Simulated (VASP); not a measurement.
All values below come from LDA (Ceperley-Alder, Perdew-Zunger), VASP's LDA PAW potentials (set 64) (plane waves; VASP).

The input files of a VASP run:

### INCAR
```
SYSTEM = CdF2
PREC = Accurate
ENCUT = 520
EDIFF = 1E-7
NELM = 100
ALGO = Normal
LREAL = .FALSE.
LASPH = .TRUE.
ISMEAR = 0
SIGMA = 0.05
LMAXMIX = 4
LWAVE = .FALSE.
LCHARG = .FALSE.
ISIF = 2
```

KPOINTS:
```
Automatic mesh
0
Gamma
7 7 7
0 0 0
```

POSCAR:
```
CdF2
3.7958250
  0.0000000000   0.7071067944   0.7071067944
  0.7071067944   0.0000000000   0.7071067944
  0.7071067944   0.7071067944   0.0000000000
Cd F
1 2
Cartesian
  0.0000000000   0.0000000000   0.0000000000
  0.3535533972   0.3535533972   0.3535533972
  1.0606601916   1.0606601916   1.0606601916
```

POTCAR, in this order: Cd F (LDA.64 set). Program: vasp_std.

Q: What does the run give for the energy per atom (σ→0), pressure?

A: 
```yaml
energy per atom (σ→0): -4.242 eV/atom
pressure: -3.55 GPa
```

**OSZICAR**
```
...
DAV:   8    -0.127342285874E+02    0.25828E-01   -0.15050E-01   702   0.387E+00    0.708E-01
DAV:   9    -0.127257049685E+02    0.85236E-02   -0.33168E-02   879   0.235E+00    0.946E-02
DAV:  10    -0.127259510597E+02   -0.24609E-03   -0.28072E-03   685   0.618E-01    0.665E-02
DAV:  11    -0.127259738278E+02   -0.22768E-04   -0.13874E-04   725   0.221E-01    0.456E-02
DAV:  12    -0.127259635426E+02    0.10285E-04   -0.63455E-05   759   0.938E-02    0.588E-03
DAV:  13    -0.127259639802E+02   -0.43760E-06   -0.30799E-06   694   0.188E-02    0.421E-03
DAV:  14    -0.127259639826E+02   -0.24852E-08   -0.28412E-07   578   0.983E-03
   1 F= -.12725964E+02 E0= -.12725964E+02  d E =-.137442E-18
```

The compound is CdF2 in the fluorite structure. This cell is one point of a volume scan, at 1.03 of the reference volume.
